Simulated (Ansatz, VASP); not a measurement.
# Mg3TlN in two plane-wave programs

One calculation is typed for both programs; each brings its own data sets. How far apart do they land? The cell is generated by rule, not measured, and may not be a known phase. The cell is taken from a series of runs on this material, whose earlier steps may have relaxed, scaled, displaced or heated it; both programs get it as it stands.

Main program and level: Ansatz 0.2.0; plane waves, with VASP 6.6.1 beside it; relaxation of cell and atoms at LDA and zone-centre phonons at LDA.

The structure was built from a prototype and need not be the compound's stable phase.

**1. Starting point**

The structure is cubic, space group Pm-3m (No. 221). Conventional cell: a = 4.303 Å, b = 4.303 Å, c = 4.303 Å, α = 90.00°, β = 90.00°, γ = 90.00°. Nearest to Mg lie 2 N at 2.15 Å. Nearest to Tl lie 12 Mg at 3.04 Å. Nearest to N lie 6 Mg at 2.15 Å. Farther neighbours and most contacts between anions are not listed.

**2. Ansatz: relaxation of cell and atoms, LDA**

Ansatz runs on its default PAW (the set named soft_2) files.

The relaxed volume is the usual yardstick between codes: in a stiff, nearly cubic crystal its relative difference is about their pressure difference at one cell divided by the bulk modulus.

The input, input.yaml:

```yaml
crystal:
  lattice:
    - [4.3032996637, 0.0, 0.0]
    - [0.0, 4.3032996637, 0.0]
    - [0.0, 0.0, 4.3032996637]
  atoms:
    - { symbol: Mg, position: [0.5, 0.5, 0.0] }
    - { symbol: Mg, position: [0.5, 0.0, 0.5] }
    - { symbol: Mg, position: [0.0, 0.5, 0.5] }
    - { symbol: Tl, position: [0.0, 0.0, 0.0] }
    - { symbol: "N", position: [0.5, 0.5, 0.5] }
kpoints:
  mp_grid: { grid: [8, 8, 8] }
hamiltonian:
  xc: lda
scf:
  occupations: { method: methfessel_paxton, width: 0.15 }
output:
  forces: true
  stress: true
  eigenvalues: true
relax:
  adjacent_minimum: "off"
  f_tol: 0.001
  max_steps: 60
  cell: { stress_tol: 0.01 }
```

Started as:

```sh
$ ansatz run input.yaml --threads 8 --pin off --max-ram 14336MiB --backend cpu --events-out ev --progress --plain --runs-dir out
```

Numbers of over 12 decimals in the logs are rounded to 6 here.

Output:

```text
Engine: ansatz 0.2.0, aarch64-unknown-linux-gnu
Pseudopotentials: kind: paw
Pseudopotential: Mg, paw, valence charge 10, recommended cutoff 420 eV (normal), Mg.paw.azcp
Pseudopotential: Tl, paw, valence charge 13, recommended cutoff 420 eV (normal), Tl.paw.azcp
Pseudopotential: N, paw, valence charge 5, recommended cutoff 420 eV (normal), N.paw.azcp
Functional definition: SPW92
  exchange = slater_x
  correlation = pw_c
Crystal: 5 atoms, lattice volume = 79.690 Å³
Basis set: ecut = 420 eV, 1551 PW (Γ)
Bands: 29, of which v1, the nominal top of the filled ones, is band 24 counted from 1 (23 counted from 0)
Symmetry: 48 space group operations
Space group: Pm-3m (ITA 221), of the structure as read, at distance tolerance 4.3e-5 Å
k-points: 35 of 512
Non-local potential: Mg, projectors of the file, l = 0: 3, l = 1: 2, l = 2: 1
Non-local potential: Tl, projectors of the file, l = 0: 2, l = 1: 2, l = 2: 2, l = 3: 1
Non-local potential: N, projectors of the file, l = 0: 2, l = 1: 2, l = 2: 1
PAW form: soft (Blöchl's): semilocal exchange-correlation on the pseudo side does not see the compensation charge
PAW frozen core: Mg, regenerated for the run's functional, and the local potential with it (the file was generated under x = pbe(κ = 0.804, μ = 0.219515), c = pbe(β = 0.066725))
PAW frozen core: Tl, regenerated for the run's functional, and the local potential with it (the file was generated under x = pbe(κ = 0.804, μ = 0.219515), c = pbe(β = 0.066725))
PAW frozen core: N, regenerated for the run's functional, and the local potential with it (the file was generated under x = pbe(κ = 0.804, μ = 0.219515), c = pbe(β = 0.066725))
PAW one-centre angular grid: Mg, 110 points (default); XC on 64 Gauss nodes
PAW one-centre angular grid: Tl, 590 points (default); XC on 64 Gauss nodes
PAW one-centre angular grid: N, 110 points (default); XC on 64 Gauss nodes
Initial density: superposition of atomic densities (neutral atoms: chi_scale 0, normalization atom), corrected by the library's trained network
Initial wavefunctions: pseudopotential atomic-orbital guess
Functional: x = slater, c = lda
SCF iter   1: F=—  HF=-17227.469900 eV  |F-HF|=—  |Δ(HF+E_count)|=         —  Δρ=7.97e-3  dr2=3.37e-2  ethr=1.77e-3  ⟨swp⟩=5.8  Hψ=4486  notcnv=0
preconditioner: auto → Kerker (q_TF=auto, 2.507 Å⁻¹)  [metal: Δε(μ)=0.020 eV  Ē_g=11.468 eV  σ=0.150 eV  W_gap=0.11  n_scr=18 (ndim 8)  ℏωp=20.4 eV  f_vac=0.000  D(μ)=1.28/eV (n_scr^D=6)]
SCF iter   2: F=—  HF=-17227.452739 eV  |F-HF|=—  |Δ(HF+E_count)|=   1.72e-2  S|Δr|=    0.00e0  Δρ=3.16e-3  dr2=3.79e-3  ethr=7.03e-5  ⟨swp⟩=2.2  Hψ=2036  notcnv=0
preconditioner: auto → Resta (q_TF=auto, 2.507 Å⁻¹)  ε∞=4.2  [insulator: Δε(μ)=0.223 eV  Ē_g=11.474 eV  σ=0.150 eV  W_gap=0.54  n_scr=18 (ndim 8)  ℏωp=20.4 eV  f_vac=0.000  D(μ)=1.30/eV (n_scr^D=6)  ε∞_Penn≈4.2]
SCF iter   3: F=—  HF=-17227.451127 eV  |F-HF|=—  |Δ(HF+E_count)|=   1.61e-3  S|Δr|=    0.00e0  Δρ=9.12e-4  dr2=4.74e-4  ethr=7.89e-6  ⟨swp⟩=2.1  Hψ=1555  notcnv=0
SCF iter   4: F=—  HF=-17227.451073 eV  |F-HF|=—  |Δ(HF+E_count)|=   5.36e-5  S|Δr|=    0.00e0  Δρ=2.18e-4  dr2=3.64e-5  ethr=9.87e-7  ⟨swp⟩=1.7  Hψ=1093  notcnv=0
SCF iter   5: F=—  HF=-17227.451072 eV  |F-HF|=—  |Δ(HF+E_count)|=   1.05e-6  S|Δr|=    0.00e0  Δρ=3.90e-5  dr2=1.67e-6  ethr=7.58e-8  ⟨swp⟩=1.9  Hψ=1289  notcnv=0
SCF iter   6: F=-17227.451072 eV  HF=-17227.451072 eV  |F-HF|=8.66e-9  |Δ(HF+E_count)|=   3.90e-7  S|Δr|=    0.00e0  Δρ=3.62e-6  dr2=1.05e-8  ethr=2.08e-10  ⟨swp⟩=4.3  Hψ=4516  notcnv=0
SCF 1 converged in 6 iterations: F = -17227.451072 eV  dr2 = 1.05e-8
  greatest PAW one-centre occupation: 1.000 electrons in one spin orbital (limit 2), on the Mg atom at site 2 (counted from 0), in its partial waves of l = 1
relax step   1: F+E_penalty+E_count = -17227.45107161 eV  Δ(F+E_penalty+E_count) = +0.000e0 eV  max|allowed force component| = 3.240e-29 eV/Å  Δτ_max = 0.0000 Å  P = -0.015 GPa  Ω = 79.690 Å³  (6 SCF iters, dr2 threshold 1.00e-7 eV, accepted)
[...]
relax step   2: F+E_penalty+E_count = -17227.45108416 eV  Δ(F+E_penalty+E_count) = -1.256e-5 eV  max|allowed force component| = 7.744e-30 eV/Å  Δτ_max = 0.0000 Å  P = -0.003 GPa  Ω = 79.678 Å³  energy of the carried Pulay correction = +1.190e-5 eV  (4 SCF iters, dr2 threshold 5.70e-10 eV, accepted)
[...]
relax step   3: F+E_penalty+E_count = -17227.45108416 eV  Δ(F+E_penalty+E_count) = -1.819e-11 eV  max|allowed force component| = 1.079e-29 eV/Å  Δτ_max = 0.0000 Å  P = -0.003 GPa  Ω = 79.678 Å³  stress off target by 3.04e-3 GPa  SCF on the basis re-selected at this cell (its energy is not comparable with the rows above)  (4 SCF iters)
basis re-selected at this cell: Δ(F+E_penalty+E_count) = -1.819e-11 eV, ΔP = -0.000 GPa vs the last step (what re-selecting the basis moved, of the pressure what is left beyond the Pulay correction that the steps carried, after the strain that the cell walked since its last selection, with what the two solves' SCF thresholds leave and, on support functions, any second-order correction that the steps lacked; it is no  [...]
SCF converged after 4 iterations
Stability not checked: this state was not tested for a lower state beside it, because cold or Methfessel-Paxton smearing, or corrected tetrahedra, fill the levels in a way that the test cannot read (fill_not_monotonic; see scf.lower_state_search)
Free energy (F): -17227.451084 eV
Harris-Foulkes:  -17227.451084 eV  (|F-HF|=3.64e-12)
Internal energy: -17227.450468 eV  (E = F + TS)
E sigma→0 (E₀):  -17227.450930 eV
Entropy (-TS):   -0.000616 eV (-0.123 meV/atom)
Fermi energy:    9.877450 eV
--- Per-component energies (eV) ---
  E_band       = -933.641523
  E_kinetic    = 697.294546
  E_local      = -5410.275263  (includes V_loc(G=0)·N_el)
  E_nonlocal   = 655.405387
  E_hartree    = 1920.067374
  E_xc         = -378.061176
  E_vxc        = -335.885142  (∫ρ·V_xc dr)
  E_paw        = -10799.488438  (= ΣΔE_a)
  E_vpaw       = -380.315869  (= ΣTr[D̂ρ^β])
  E_aug_tail   = 0.000138  (compensation charges beyond the density's cutoff)
  E_ewald      = -3912.782957
  E_core_change = 0.389921  (= ΣΔE_core)
  E_smearing   = -0.000616  (= −TS)
  E_closure    = 0.000000  (closes the sum)
  Σ components = -17227.451084   (vs F -17227.451084, Δ=0.00e0)
--- Forces (eV/Å), atoms counted from 1 ---
  atom   1  Mg     0.00000000     0.00000000    -0.00000000
  atom   2  Mg     0.00000000    -0.00000000     0.00000000
  atom   3  Mg    -0.00000000    -0.00000000    -0.00000000
  atom   4  Tl    -0.00000000    -0.00000000     0.00000000
  atom   5  N      0.00000000    -0.00000000    -0.00000000
  max |Σ_I F_I| component: 1.68e-29 eV/Å
--- Stress (GPa, compression-positive) ---
       -0.003037      -0.000000       0.000000
       -0.000000      -0.003037       0.000000
        0.000000       0.000000      -0.003037
  P = ⅓ Tr σ = -0.0030 GPa (-0.030 kbar)
--- Band table (eV; the first three rows and the last of 35) ---
  k-point 0: bands = [... 20 lower, 5.9767, 5.9767, 11.2368, 11.2368, 11.2368, 11.5143, 11.5143, 13.3838, ... 1 higher]
  k-point 1: bands = [... 20 lower, 6.0377, 6.0377, 9.9567, 11.1155, 11.1155, 11.6201, 12.3241, 14.3003, ... 1 higher]
  k-point 2: bands = [... 20 lower, 6.1962, 6.1962, 8.5592, 10.7972, 10.7972, 11.9351, 13.1626, 15.3425, ... 1 higher]
  k-point 34: bands = [... 20 lower, 5.4950, 5.4950, 7.0538, 7.0538, 7.0538, 13.7543, 13.7543, 13.7543, ... 1 higher]
--- Relaxed structure (2 steps of the walk, 2 accepted, 1 SCFs on fresh bases) ---
  F+E_penalty+E_count = -17227.45108416 eV   max|allowed force component| = 1.079e-29 eV/Å   (the final SCF, on the basis selected at the relaxed cell)
  cell:  # Å, volume = 79.6784 Å³
    - [4.303087, 0, 0]
    - [0, 4.303087, 0.0]
    - [0, 0.0, 4.303087]
  atoms:
    - { symbol: Mg, position: [0.5, 0.5, 0] }
    - { symbol: Mg, position: [0.5, 0, 0.5] }
    - { symbol: Mg, position: [0, 0.5, 0.5] }
    - { symbol: Tl, position: [0, 0, 0] }
    - { symbol: N, position: [0.5, 0.5, 0.5] }
```

The column dr2 measures how far the density is from self-consistency, as an energy; F and HF (Harris–Foulkes) agree once it is small.

**3. VASP: relaxation of cell and atoms, LDA**

The same cell, functional (in two slightly different forms), mesh and smearing now go to VASP, with its own data sets.

Lines of VASP's logs that name or quote its potential files are left out, and so is its time.

The input, INCAR:

```
SYSTEM = Mg3TlN
PREC = Accurate
ENCUT = 600
EDIFF = 1E-07
NELM = 120
ISMEAR = 1
SIGMA = 0.15
LREAL = .FALSE.
ALGO = Normal
GGA = CA
NBANDS = 18
LORBIT = 11
LWAVE = .FALSE.
LCHARG = .FALSE.
ISIF = 3
IBRION = 2
NSW = 80
EDIFFG = -0.005
LASPH = .TRUE.
GGA_COMPAT = .FALSE.
NELMIN = 4
KPAR = 2
```

The input, POSCAR:

```
Mg3TlN
1.0
    4.3033000000      0.0000000000      0.0000000000
    0.0000000000      4.3033000000      0.0000000000
    0.0000000000      0.0000000000      4.3033000000
Mg Tl N
3 1 1
Direct
    0.5000000000      0.5000000000      0.0000000000
    0.5000000000      0.0000000000      0.5000000000
    0.0000000000      0.5000000000      0.5000000000
    0.0000000000      0.0000000000      0.0000000000
    0.5000000000      0.5000000000      0.5000000000
```

The input, KPOINTS:

```
Automatic mesh
0
Gamma
8 8 8
0 0 0
```

PAW data sets: Mg, Tl_d and N (LDA family, release 64).

Started as:

```sh
$ mpirun -np 2 vasp_std
```

Output:

```text
[banner, memory and clock lines left out]
running    2 mpi-ranks, on    1 nodes
 distrk:  each k-point on    1 cores,    2 groups
 distr:  one band on    1 cores,    1 groups

 POSCAR found type information on POSCAR MgTlN
 POSCAR found :  3 types and       5 ions
 LDA part: xc-table for (Slater(with rela. corr.)+CA(PZ))
 , standard interpolation
 POSCAR, INCAR and KPOINTS ok, starting setup
 FFT: planning ... GRIDC
 FFT: planning ... GRID_SOFT
 FFT: planning ... GRID
 WAVECAR not read
 entering main loop
       N       E                     dE             d eps       ncg     rms          rms(c)
DAV:   1     0.103386792083E+03    0.10339E+03   -0.12057E+04  1276   0.128E+03
DAV:   2    -0.175904881420E+02   -0.12098E+03   -0.11812E+03  1570   0.248E+02
DAV:   3    -0.238386783402E+02   -0.62482E+01   -0.62147E+01  1412   0.485E+01
DAV:   4    -0.238937900433E+02   -0.55112E-01   -0.55070E-01  1530   0.503E+00
DAV:   5    -0.238940640034E+02   -0.27396E-03   -0.27395E-03  1422   0.374E-01    0.101E+01
DAV:   6    -0.201885248830E+02    0.37055E+01   -0.26038E+01  1310   0.266E+01    0.522E+00
DAV:   7    -0.200152421527E+02    0.17328E+00   -0.24768E+00  1336   0.753E+00    0.258E+00
DAV:   8    -0.199591637602E+02    0.56078E-01   -0.66200E-01  1320   0.452E+00    0.116E+00
DAV:   9    -0.199351584331E+02    0.24005E-01   -0.14857E-01  1394   0.161E+00    0.338E-01
DAV:  10    -0.199356165248E+02   -0.45809E-03   -0.10519E-02  1388   0.564E-01    0.160E-01
DAV:  11    -0.199350845523E+02    0.53197E-03   -0.35569E-03  1424   0.253E-01    0.213E-02
DAV:  12    -0.199350881568E+02   -0.36045E-05   -0.29661E-04  1338   0.936E-02    0.101E-02
DAV:  13    -0.199350907215E+02   -0.25647E-05   -0.49667E-05  1388   0.312E-02    0.890E-03
DAV:  14    -0.199350883031E+02    0.24184E-05   -0.16820E-05  1410   0.162E-02    0.975E-04
DAV:  15    -0.199350883584E+02   -0.55262E-07   -0.80634E-07  1380   0.481E-03
   1 F= -.19935088E+02 E0= -.19934930E+02  d E =-.199351E+02
 curvature:   0.00 expect dE= 0.000E+00 dE for cont linesearch  0.000E+00
 trial: gam= 0.00000 g(F)=  0.000E+00 g(S)=  0.199E-02 ort = 0.000E+00 (trialstep = 0.100E+01)
 search vector abs. value=  0.199E-02
 bond charge predicted
       N       E                     dE             d eps       ncg     rms          rms(c)
DAV:   1    -0.199476976364E+02   -0.12609E-01   -0.18854E-01  1340   0.349E+00    0.634E-01
DAV:   2    -0.199370482393E+02    0.10649E-01   -0.34333E-02  1328   0.132E+00    0.173E-01
DAV:   3    -0.199360674536E+02    0.98079E-03   -0.39887E-03  1334   0.463E-01    0.128E-01
DAV:   4    -0.199359577791E+02    0.10967E-03   -0.31723E-04  1328   0.120E-01    0.863E-02
DAV:   5    -0.199359307644E+02    0.27015E-04   -0.15120E-04  1450   0.618E-02    0.172E-02
DAV:   6    -0.199359256518E+02    0.51126E-05   -0.47716E-05  1362   0.309E-02    0.609E-03
DAV:   7    -0.199359256369E+02    0.14884E-07   -0.34457E-06  1314   0.102E-02    0.145E-03
DAV:   8    -0.199359256427E+02   -0.57476E-08   -0.11349E-07   868   0.235E-03
   2 F= -.19935926E+02 E0= -.19935793E+02  d E =-.837284E-03
 trial-energy change:   -0.000837  1 .order   -0.000834   -0.001994    0.000327
 step:   0.8604(harm=  0.8593)  dis= 0.00000  next Energy=   -19.935948 (dE=-0.860E-03)
 bond charge predicted
       N       E                     dE             d eps       ncg     rms          rms(c)
DAV:   1    -0.199361774668E+02   -0.25183E-03   -0.36790E-03  1336   0.488E-01    0.891E-02
DAV:   2    -0.199359709063E+02    0.20656E-03   -0.66605E-04  1324   0.183E-01    0.244E-02
DAV:   3    -0.199359514155E+02    0.19491E-04   -0.79123E-05  1336   0.651E-02    0.184E-02
DAV:   4    -0.199359492285E+02    0.21869E-05   -0.64177E-06  1316   0.171E-02    0.124E-02
DAV:   5    -0.199359486893E+02    0.53928E-06   -0.29831E-06  1434   0.868E-03    0.244E-03
DAV:   6    -0.199359485845E+02    0.10481E-06   -0.93359E-07  1306   0.435E-03    0.834E-04
DAV:   7    -0.199359485851E+02   -0.61323E-09   -0.62428E-08   660   0.143E-03
   3 F= -.19935949E+02 E0= -.19935813E+02  d E =-.860227E-03
 curvature:  -0.43 expect dE=-0.109E-09 dE for cont linesearch -0.109E-09
 trial: gam= 0.00000 g(F)=  0.860E-68 g(S)=  0.255E-09 ort =-0.712E-06 (trialstep = 0.972E+00)
 search vector abs. value=  0.355E-09
 reached required accuracy - stopping structural energy minimisation
```

OUTCAR, selected parts (step 3):

```text
ion  position               nearest neighbor table
   1  0.500  0.500  0.000-   5 2.15   5 2.15   4 3.04   2 3.04   2 3.04   3 3.04   3 3.04   2 3.04
                             4 3.04   2 3.04   3 3.04   4 3.04   3 3.04   4 3.04
   2  0.500  0.000  0.500-   5 2.15   5 2.15   4 3.04   1 3.04   1 3.04   4 3.04   1 3.04   3 3.04
                             3 3.04   1 3.04   3 3.04   4 3.04   4 3.04   3 3.04
   3  0.000  0.500  0.500-   5 2.15   5 2.15   4 3.04   1 3.04   1 3.04   4 3.04   2 3.04   4 3.04
                             4 3.04   1 3.04   2 3.04   2 3.04   1 3.04   2 3.04
   4  0.000  0.000  0.000-   1 3.04   2 3.04   3 3.04   2 3.04   3 3.04   1 3.04   3 3.04   3 3.04
                             1 3.04   2 3.04   2 3.04   1 3.04
   5  0.500  0.500  0.500-   1 2.15   2 2.15   3 2.15   1 2.15   2 2.15   3 2.15

  LATTYP: Found a simple cubic cell.
 ALAT       =     4.3033000000

 Subroutine GETGRP returns: Found 48 space group operations
 (whereof 48 operations were pure point group operations)

The static configuration has the point symmetry O_h .

 Found     35 irreducible k-points:

   k-points           NKPTS =     35   k-points in BZ     NKDIM =     35   number of bands    NBANDS=     18

   dimension x,y,z NGX =    36 NGY =   36 NGZ =   36
   dimension x,y,z NGXF=    72 NGYF=   72 NGZF=   72

   ENCUT  =  600.0 eV  44.10 Ry    6.64 a.u.   8.59  8.59  8.59*2*pi/ulx,y,z

   NELECT =      24.0000    total number of electrons

 k-points in reciprocal lattice and weights: Automatic mesh
   0.00000000  0.00000000  0.00000000       0.002
   0.12500000  0.00000000  0.00000000       0.012
   0.25000000  0.00000000  0.00000000       0.012
   0.37500000  0.00000000  0.00000000       0.012
   0.50000000  0.00000000  0.00000000       0.006
   0.12500000  0.12500000  0.00000000       0.023
   0.25000000  0.12500000  0.00000000       0.047
   0.37500000  0.12500000  0.00000000       0.047
   0.50000000  0.12500000  0.00000000       0.023
[...]
0.50000000  0.50000000  0.37500000       0.012
   0.50000000  0.50000000  0.50000000       0.002

 average (electrostatic) potential at core
       1 -35.8325       2 -35.8325       3 -35.8325       4 -84.2541       5 -61.9587

 E-fermi :   5.7542

 k-point     1 :       0.0000    0.0000    0.0000
  band No.  band energies     occupation
    ...
      6      -6.0747      2.00000
      7      -2.7084      2.00000
      8       1.8294      2.00000
      9       1.8294      2.00000
     10       1.8294      2.00000
     11       7.1290     -0.00000
     12       7.1290     -0.00000
     13       7.1290     -0.00000
     14       7.4056     -0.00000
     15       7.4056     -0.00000
    ...

 k-point     2 :       0.1250    0.0000    0.0000
  band No.  band energies     occupation
    ...
      6      -6.0739      2.00000
      7      -2.7127      2.00000
      8       1.7606      2.00000
      9       1.8914      2.00000
     10       1.8914      2.00000
     11       5.8509      0.12169
     12       7.0049     -0.00000
     13       7.0049     -0.00000
     14       7.5117     -0.00000
     15       8.2344     -0.00000
    ...

 k-point     3 :       0.2500    0.0000    0.0000
  band No.  band energies     occupation
    ...
      7      -2.7288      2.00000
      8       1.6731      2.00000
      9       2.0524      2.00000
     10       2.0524      2.00000
     11       4.4527      2.00000
     12       6.6795     -0.00000
     13       6.6795     -0.00000
     14       7.8271     -0.00000
     15       9.0886      0.00000
     16      11.2515      0.00000
    ...

  Total        0.0000938      0.0000938      0.0000938      0.0000000     -0.0000000      0.0000000
  in kB        0.0018977      0.0018977      0.0018977      0.0000000     -0.0000000      0.0000000
  external PRESSURE =       0.0018977 kB  Pullay stress =       0.0000000 kB

  energy-cutoff  :      600.00
  volume of cell :       79.17
      direct lattice vectors                 reciprocal lattice vectors
     4.293924241  0.000000000  0.000000000     0.232887202 -0.000000000  0.000000000
     0.000000000  4.293924241  0.000000000     0.000000000  0.232887202 -0.000000000
    -0.000000000  0.000000000  4.293924241     0.000000000 -0.000000000  0.232887202

 POSITION                                       TOTAL-FORCE (eV/Angst)
 -----------------------------------------------------------------------------------
      2.14696      2.14696      0.00000         0.000000     -0.000000      0.000000
      2.14696      0.00000      2.14696         0.000000     -0.000000      0.000000
     -0.00000      2.14696      2.14696         0.000000     -0.000000      0.000000
      0.00000      0.00000      0.00000        -0.000000      0.000000      0.000000
      2.14696      2.14696      2.14696        -0.000000      0.000000      0.000000
 -----------------------------------------------------------------------------------
    total drift:                                0.000000      0.000000      0.000000

  FREE ENERGIE OF THE ION-ELECTRON SYSTEM (eV)
  ---------------------------------------------------
  free  energy   TOTEN  =       -19.9359485851 eV

  energy  without entropy=      -19.9355404312  energy(sigma->0) =      -19.93581253

 reached required accuracy - stopping structural energy minimisation

 total charge
# of ion       s       p       d       tot
------------------------------------------
    1        0.178   0.168   0.047   0.393
    2        0.178   0.168   0.047   0.393
    3        0.178   0.168   0.047   0.393
    4        1.105   0.782   9.575  11.462
    5        1.238   2.406   0.000   3.645
--------------------------------------------------
tot          2.878   3.693   9.715  16.286

[... 3 further parts left out ...]
```

CONTCAR:

```
Mg3TlN
   1.00000000000000
     4.2939242410430039    0.0000000000000000    0.0000000000000000
     0.0000000000000000    4.2939242410430039    0.0000000000000000
    -0.0000000000000000    0.0000000000000000    4.2939242410430039
  Mg              Tl              N
     3     1     1
Direct
     0.5000000000000000    0.5000000000000000    0.0000000000000000
     0.5000000000000000    0.0000000000000000    0.5000000000000000
     0.0000000000000000    0.5000000000000000    0.5000000000000000
     0.0000000000000000    0.0000000000000000    0.0000000000000000
     0.5000000000000000    0.5000000000000000    0.5000000000000000
```

(Part 1 of 2 ends here.)

[Lines on the potential files, build, host, timing and source positions are cut from VASP's logs without a mark.]

[Logs are printed without paths, hosts, clocks, repeated set-up lines and the standing remarks that a program may print on its own settings, such as how far it seeks lower states.]

[Hosts, paths, dates, database ids (printed as entryN), source tags and the programs' standing remarks are cut or masked in the printed files.]
